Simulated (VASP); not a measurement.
Data:

```
Re
1.0
    1.38000    -2.39023     0.00000
    1.38000     2.39023     0.00000
    0.00000     0.00000     4.46000
Re
2
Cartesian
  1.38000   0.79674   1.11500
  1.38000  -0.79674   3.34500
```

Calculation: PBE GGA, VASP's PBE PAW potentials (set 64) (plane waves; VASP). Settings: 400 eV cut-off, 6×6×3 Γ-centred mesh, first-order Methfessel-Paxton smearing of 0.10 eV, potentials Re.

Question: Give the stress tensor in GPa (positive for a compressed cell).

Answer: 
```
7.85  0.00  0.00
0.00  7.85  0.00
0.00  0.00  1.45
```
The pressure is its mean diagonal, 5.72 GPa.

The compound is Re in the hcp structure. The cell was not relaxed at this level. The k-mesh is coarse (spacing up to 0.47 per Å, 2π included), so the numbers may not be converged in it. The run is one of a series of settings (KPOINTS 6×6×3 Γ-centred mesh against the base run), some of them coarse on purpose.
